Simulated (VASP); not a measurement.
Energy against volume of Cu2O (cuprite). All values below come from PBE GGA with D3 dispersion (zero damping), VASP's PBE PAW potentials (set 64) (plane waves; VASP). Run with 520 eV cut-off, 5×5×5 Γ-centred mesh, Gaussian smearing of 0.050 eV, potentials Cu O.

| V (Å³/atom) | E (eV/atom) |
|---|---|
| 12.245 | -4.76873 |
| 12.636 | -4.78300 |
| 13.026 | -4.78728 |
| 13.417 | -4.78326 |

### Question
Fit these four points and predict the energy of the run at 13.808 Å³/atom.

### Answer
A cubic in V^(−2/3), the third-order Birch-Murnaghan form, passes through the four points with V0 = 13.02 Å³/atom and B0 = 114 GPa, and gives -4.7723 eV/atom there. The run gave -4.7723 eV/atom, +0.0 meV/atom from the fit; all five points give B0 = 114 GPa.

The compound is Cu2O in the cuprite structure. It was relaxed first.
